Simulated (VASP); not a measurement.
Level of theory: r2SCAN meta-GGA, VASP's PBE PAW potentials (set 64) (plane waves; VASP 6.6.1).

Input for VASP

**POSCAR**
```
Cd4Te3Se
1
    4.5632688359     0.0000000000     0.0000000000
    0.0000000000     9.1294931186     0.0000000000
    0.0000000000     0.0000000000     6.4135195928
Cd Te Se
4 3 1
Direct
  1.0000000000   0.0000000000   0.9766622531
  0.5000000000   0.7623829734   0.5089178921
  0.5000000000   0.2376170266   0.5089178921
  1.0000000000   0.5000000000   0.0065386077
  1.0000000000   0.7570952351   0.2496572036
  1.0000000000   0.2429047649   0.2496572036
  0.5000000000   0.5000000000   0.7475127584
  0.5000000000   0.0000000000   0.7521561894
```

File KPOINTS:
```
Automatic mesh
0
Gamma
  5 3 3
0 0 0
```

INCAR:
```
! general
SYSTEM  = Cd4Te3Se
PREC    = Accurate
ENCUT   = 400
LREAL   = .False.
LASPH   = .True.

! electronic loop
EDIFF   = 1E-6
NELM    = 100
ALGO    = Normal
LMAXMIX = 4
LMIXTAU = .True.

! smearing
ISMEAR  = 0
SIGMA   = 0.05

! functional
METAGGA = R2SCAN

! ions
IBRION  = 2
NSW     = 60
ISIF    = 3
EDIFFG  = -0.02

! output
LWAVE   = .False.
LCHARG  = .False.
```

POTCAR, in this order: Cd Te Se (PBE.64 set). Program: vasp_std.

Output

### OSZICAR
```
       N       E                     dE             d eps       ncg     rms          rms(c)
DAV:   1     0.258238725367E+03    0.25824E+03   -0.28859E+04  1040   0.121E+03
DAV:   2    -0.168623278114E+03   -0.42686E+03   -0.41881E+03  1151   0.320E+02
DAV:   3    -0.194085521777E+03   -0.25462E+02   -0.25353E+02  1191   0.789E+01
DAV:   4    -0.194409449608E+03   -0.32393E+00   -0.32365E+00  1200   0.814E+00
DAV:   5    -0.194414731189E+03   -0.52816E-02   -0.52805E-02  1245   0.963E-01    0.111E+01
DAV:   6    -0.183624608661E+03    0.10790E+02   -0.11477E+01  1158   0.315E+01    0.126E+01
DAV:   7    -0.181361140452E+03    0.22635E+01   -0.70999E-01  1097   0.562E+00    0.998E+00
DAV:   8    -0.178868374665E+03    0.24928E+01   -0.78073E-01  1038   0.572E+00    0.131E+00
DAV:   9    -0.174828625246E+03    0.40397E+01   -0.17275E+00  1050   0.651E+00    0.124E+00
DAV:  10    -0.174935896914E+03   -0.10727E+00   -0.51927E-02  1119   0.105E+00    0.124E+00
DAV:  11    -0.175282382598E+03   -0.34649E+00   -0.50036E-02  1071   0.108E+00    0.917E-01
DAV:  12    -0.175502413915E+03   -0.22003E+00   -0.11968E-01  1088   0.138E+00    0.912E-01
DAV:  13    -0.175753041016E+03   -0.25063E+00   -0.38700E-01  1064   0.261E+00    0.158E+00
DAV:  14    -0.175479618743E+03    0.27342E+00   -0.11499E-01  1053   0.192E+00    0.112E+00
DAV:  15    -0.175648695888E+03   -0.16908E+00   -0.32697E-02  1050   0.104E+00    0.784E-01
DAV:  16    -0.175757997621E+03   -0.10930E+00   -0.97488E-02  1032   0.142E+00    0.222E-01
DAV:  17    -0.175759403947E+03   -0.14063E-02   -0.52909E-03  1145   0.314E-01    0.187E-01
DAV:  18    -0.175758907904E+03    0.49604E-03   -0.27144E-04  1116   0.908E-02    0.140E-01
DAV:  19    -0.175757770572E+03    0.11373E-02   -0.59137E-04  1081   0.128E-01    0.136E-01
DAV:  20    -0.175758862442E+03   -0.10919E-02   -0.87863E-04  1068   0.145E-01    0.120E-01
DAV:  21    -0.175759103142E+03   -0.24070E-03   -0.35142E-05  1106   0.349E-02    0.101E-01
DAV:  22    -0.175759565186E+03   -0.46204E-03   -0.65554E-05  1068   0.427E-02    0.797E-02
DAV:  23    -0.175759960530E+03   -0.39534E-03   -0.26062E-04  1062   0.823E-02    0.359E-02
DAV:  24    -0.175759976619E+03   -0.16089E-04   -0.12079E-05  1173   0.210E-02    0.264E-02
DAV:  25    -0.175759973056E+03    0.35627E-05   -0.54983E-06   888   0.109E-02    0.188E-02
DAV:  26    -0.175759988450E+03   -0.15394E-04   -0.33312E-05  1056   0.262E-02    0.138E-02
DAV:  27    -0.175759991369E+03   -0.29190E-05   -0.10159E-05  1090   0.127E-02    0.202E-02
DAV:  28    -0.175759991915E+03   -0.54599E-06   -0.40675E-07   576   0.336E-03
   1 F= -.17575999E+03 E0= -.17575999E+03  d E =-.175760E+03
```

File OUTCAR:
```
------------------------ aborting loop because EDIFF is reached ----------------------------------------
  FORCE on cell =-STRESS in cart. coord.  units (eV):
  Direction    XX          YY          ZZ          XY          YZ          ZX
  --------------------------------------------------------------------------------------
  Total        0.0021939      0.0106174      0.0183352      0.0000000      0.0000000      0.0000000
  in kB        0.0131556      0.0636662      0.1099456      0.0000000      0.0000000      0.0000000
  external PRESSURE =       0.0622558 kB  Pullay stress =       0.0000000 kB
  volume of cell :      267.19
      direct lattice vectors                 reciprocal lattice vectors
     4.563268836  0.000000000  0.000000000     0.219141154  0.000000000  0.000000000
     0.000000000  9.129493119  0.000000000     0.000000000  0.109535106  0.000000000
     0.000000000  0.000000000  6.413519593     0.000000000  0.000000000  0.155920628
 POSITION                                       TOTAL-FORCE (eV/Angst)
 -----------------------------------------------------------------------------------
      0.00000      0.00000      6.26384         0.000000      0.000000     -0.014095
      2.28163      6.96017      3.26395         0.000000     -0.002653     -0.004307
      2.28163      2.16932      3.26395         0.000000      0.002653     -0.004307
      0.00000      4.56475      0.04194         0.000000      0.000000      0.012217
      0.00000      6.91190      1.60118         0.000000      0.006516      0.004556
      0.00000      2.21760      1.60118         0.000000     -0.006516      0.004556
      2.28163      4.56475      4.79419         0.000000      0.000000      0.008893
      2.28163      0.00000      4.82397         0.000000      0.000000     -0.007514
 -----------------------------------------------------------------------------------
    total drift:                                0.000000      0.000000      0.000773
  FREE ENERGIE OF THE ION-ELECTRON SYSTEM (eV)
  ---------------------------------------------------
  free  energy   TOTEN  =      -175.7599919153 eV

  energy  without entropy=     -175.7599919153  energy(sigma->0) =     -175.75999192

 reached required accuracy - stopping structural energy minimisation
```
(Selected blocks of OUTCAR.)

**OUTCAR**
```
 val. band max:        1.6269081729   @ k =   0.0000   0.0000   0.0000

 cond. band min:       2.6191889544   @ k =   0.0000   0.0000   0.0000


 Fermi energy:         1.8958540647

 k-point     1 :       0.0000    0.0000    0.0000
  band No.  band energies     occupation
      1     -11.2946      2.00000
      2      -9.6227      2.00000
      3      -9.3531      2.00000
      4      -9.2494      2.00000
      5      -6.8360      2.00000
      6      -6.8314      2.00000
      7      -6.8272      2.00000
      8      -6.7415      2.00000
      9      -6.7349      2.00000
     10      -6.7329      2.00000
     11      -6.7275      2.00000
     12      -6.6521      2.00000
     13      -6.6461      2.00000
     14      -6.6436      2.00000
     15      -6.5639      2.00000
     16      -6.5568      2.00000
     17      -6.5441      2.00000
     18      -6.5425      2.00000
     19      -6.5367      2.00000
     20      -6.5329      2.00000
     21      -6.5024      2.00000
     22      -6.3045      2.00000
     23      -6.2722      2.00000
     24      -6.0694      2.00000
     25      -2.5869      2.00000
     26      -2.0615      2.00000
     27      -2.0210      2.00000
     28      -0.5126      2.00000
     29      -0.5008      2.00000
     30      -0.3812      2.00000
     31      -0.2792      2.00000
     32       0.6137      2.00000
     33       0.9675      2.00000
     34       1.5415      2.00000
     35       1.5600      2.00000
     36       1.6269      2.00000
     37       2.6192      0.00000
     38       4.5448      0.00000
     39       4.7448      0.00000
     40       5.1800      0.00000
     41       5.3747      0.00000
     42       6.8998      0.00000
     43       6.9138      0.00000

 k-point     2 :       0.2000    0.0000    0.0000
  band No.  band energies     occupation
      1     -11.2574      2.00000
      2      -9.5449      2.00000
      3      -9.3092      2.00000
      4      -9.2381      2.00000
      5      -6.8146      2.00000
...
```

Unless said otherwise, spin-orbit coupling is left out, though it shifts the bands of the heavy elements here.

The structure comes from a computed database's Cd4Te3Se entry (Pmm2); how it stands against other phases isn't given here. It was relaxed first. The start is the result of an earlier pass.
